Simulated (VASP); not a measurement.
Consider the following.

```yaml
crystal:
  lattice:
    - [5.12658, 2.55258, 2.55258]
    - [2.55258, 5.12658, 2.55258]
    - [2.55258, 2.55258, 5.12658]
  atoms:
    - { symbol: Mn, position: [0.00000, 0.00000, 0.00000], spin: 4.1 }
    - { symbol: Mn, position: [0.50000, 0.50000, 0.50000], spin: -4.1 }
    - { symbol: S, position: [0.25000, 0.25000, 0.25000] }
    - { symbol: S, position: [0.75000, 0.75000, 0.75000] }
```

These are PBE GGA with D3 dispersion (Becke-Johnson damping), VASP's PBE PAW potentials (set 64) (plane waves; VASP) values and carry that method's errors. Settings: 520 eV cut-off, 7×7×7 Γ-centred mesh, Gaussian smearing of 0.050 eV, potentials Mn_pv S.

Q: Estimate the cell moment, energy per atom (σ→0), pressure.

A: 
```yaml
cell_moment: 0.00 μB
energy per atom (σ→0): -7.536 eV/atom
pressure: -4.32 GPa
```

Q: Give the moment on each site (PAW-sphere projection).

A: 
| site | moment (μB) |
|---|---|
| Mn1 | 4.15 |
| Mn2 | -4.15 |
| S3 | 0.00 |
| S4 | 0.00 |

Total energies compare only between runs with the same potentials, cut-off and functional.

The compound is MnS in the rock salt, AFM-II order structure. This cell is one point of a volume scan, at 1.06 of the reference volume.
